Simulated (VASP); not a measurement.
Data:

```xyz
2
Lattice="0.0000 3.5000 3.5000 3.5000 0.0000 3.5000 3.5000 3.5000 0.0000" Properties=species:S:1:pos:R:3 pbc="T T T"
Ba     0.0000     0.0000     0.0000
Te     3.5000     3.5000     3.5000
```

The numbers are results of G0W0 on PBE orbitals, VASP's PBE PAW potentials (set 64) (plane waves; VASP 6.6.1), not measurements. Run with PREC = Normal, 500 eV cut-off, 6×6×6 Γ-centred mesh, Gaussian smearing of 0.010 eV, potentials Ba_sv_GW Te_GW.

The mesh is coarse and the basis finite, so the quasiparticle values are not converged.

NBANDS = 120, ENCUTGW = 180 eV, NOMEGA = 64. The PBE levels (eV) that the step starts from are:

| state | KS energy | filling |
|---|---|---|
| k1 (0.00, 0.00, 0.00), band 5 | -6.03 | 2 |
| k1 (0.00, 0.00, 0.00), band 6 | 3.46 | 2 |
| k1 (0.00, 0.00, 0.00), band 7 | 3.46 | 2 |
| k1 (0.00, 0.00, 0.00), band 8 | 3.46 | 2 |
| k1 (0.00, 0.00, 0.00), band 9 | 6.43 | 0 |
| k1 (0.00, 0.00, 0.00), band 10 | 6.46 | 0 |
| k1 (0.00, 0.00, 0.00), band 11 | 6.46 | 0 |
| k1 (0.00, 0.00, 0.00), band 12 | 6.46 | 0 |
| k14 (0.50, 0.33, 0.17), band 5 | -5.56 | 2 |
| k14 (0.50, 0.33, 0.17), band 6 | 1.87 | 2 |
| k14 (0.50, 0.33, 0.17), band 7 | 2.57 | 2 |
| k14 (0.50, 0.33, 0.17), band 8 | 2.80 | 2 |
| k14 (0.50, 0.33, 0.17), band 9 | 6.26 | 0 |
| k14 (0.50, 0.33, 0.17), band 10 | 7.87 | 0 |
| k14 (0.50, 0.33, 0.17), band 11 | 8.40 | 0 |
| k14 (0.50, 0.33, 0.17), band 12 | 8.56 | 0 |

Question: Give the quasiparticle energies and renormalisation factors Z.

Answer: 
```tsv
state	QP energy (eV)	Z
k1 (0.00, 0.00, 0.00), band 5	-6.64	0.69
k1 (0.00, 0.00, 0.00), band 6	2.81	0.76
k1 (0.00, 0.00, 0.00), band 7	2.81	0.76
k1 (0.00, 0.00, 0.00), band 8	2.81	0.76
k1 (0.00, 0.00, 0.00), band 9	6.80	0.79
k1 (0.00, 0.00, 0.00), band 10	6.94	0.77
k1 (0.00, 0.00, 0.00), band 11	6.94	0.77
k1 (0.00, 0.00, 0.00), band 12	6.94	0.77
k14 (0.50, 0.33, 0.17), band 5	-6.13	0.70
k14 (0.50, 0.33, 0.17), band 6	1.09	0.73
k14 (0.50, 0.33, 0.17), band 7	1.86	0.74
k14 (0.50, 0.33, 0.17), band 8	2.09	0.75
k14 (0.50, 0.33, 0.17), band 9	6.66	0.78
k14 (0.50, 0.33, 0.17), band 10	8.54	0.77
k14 (0.50, 0.33, 0.17), band 11	9.04	0.75
k14 (0.50, 0.33, 0.17), band 12	9.29	0.75
```
On the mesh the gap opens from 1.59 to 2.53 eV.

The compound is BaTe in the rock salt structure. The cell was not relaxed at this level.
